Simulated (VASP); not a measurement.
**Tb (relaxed from the bcc structure, space group Im-3m): computed properties**

Level of theory: PBEsol GGA, VASP's PBE PAW potentials (set 64) (plane waves; VASP 6.6.1).

```
Property                                                               Value
----------------------------------  ----------------------------------------
space group                                                      Im-3m (229)
cell                                a = b = c = 3.9284 Å, α = β = γ = 90.00°
volume per atom                                                30.31 Å³/atom
band gap (over mesh and band path)  none (metal, semimetal or under 0.01 eV)
density                                                           8.71 g/cm³
```

```cif
data_Tb2
_chemical_formula_sum 'Tb2'
_space_group_name_H-M_alt 'Im-3m'
_space_group_IT_number 229
_space_group_name_Hall '-I 4 2 3'
_cell_length_a 3.92836
_cell_length_b 3.92836
_cell_length_c 3.92836
_cell_angle_alpha 90.000
_cell_angle_beta 90.000
_cell_angle_gamma 90.000
loop_
_atom_site_label
_atom_site_type_symbol
_atom_site_symmetry_multiplicity
_atom_site_Wyckoff_symbol
_atom_site_fract_x
_atom_site_fract_y
_atom_site_fract_z
_atom_site_occupancy
Tb1 Tb 2 a 0.00000 0.00000 0.00000 1
```
(The calculation used a cell of 1 atom; values per cell refer to that cell.)

The 4f electrons are frozen in the core of the lanthanide potential, so 4f levels, which can set the real gap, and their magnetism are missing.

The structure was generated: Tb was put into the bcc type (Im-3m), which need not be its known phase. It was relaxed first, which changed the volume by -5 %. Symmetry was kept, so distortions that lower it aren't found.
